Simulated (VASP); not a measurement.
PbF$_{2}$ (fluorite), at 1.04 of the tabulated volume:

```yaml
crystal:
  lattice:
    - [0.00000, 3.00908, 3.00908]
    - [3.00908, 0.00000, 3.00908]
    - [3.00908, 3.00908, 0.00000]
  atoms:
    - { symbol: Pb, position: [0.00000, 0.00000, 0.00000] }
    - { symbol: F, position: [0.25000, 0.25000, 0.25000] }
    - { symbol: F, position: [0.75000, 0.75000, 0.75000] }
```

The lowest empty band near X, direction across the valley's axis, from mBJ (TB09) with spin-orbit coupling in VASP (PAW); its two spin partners are averaged. The gap over the points computed is 5.53 eV, and the next band on that side lies 2.89 eV away at the edge.

Settings: 520 eV cut-off, 7×7×7 Γ-centred mesh, Gaussian smearing of 0.050 eV, potentials Pb_d F.

| distance from the edge in k (1/Å) | distance in energy (meV) |
|---|---|
| 0.025 | 3.4 |
| 0.035 | 6.5 |
| 0.050 | 12.9 |
| 0.070 | 25.0 |

Fit E(1 + αE) = ħ²k²/2m* (ħ²/2m0 = 3.810 eV Å²) and predict the row at 0.095 1/Å.

The rows don't resolve α, so a parabola serves: the electron mass is m* = 0.743 m0, and so 46.3 meV. The run gave 45.6 meV, -0.7 meV from the fit.

Left out are points under 3 meV from the edge, since the levels carry 0.1 meV, and points farther than half the way to the next band.

The compound is PbF2 in the fluorite structure, the β form. The cell was not relaxed at this level.
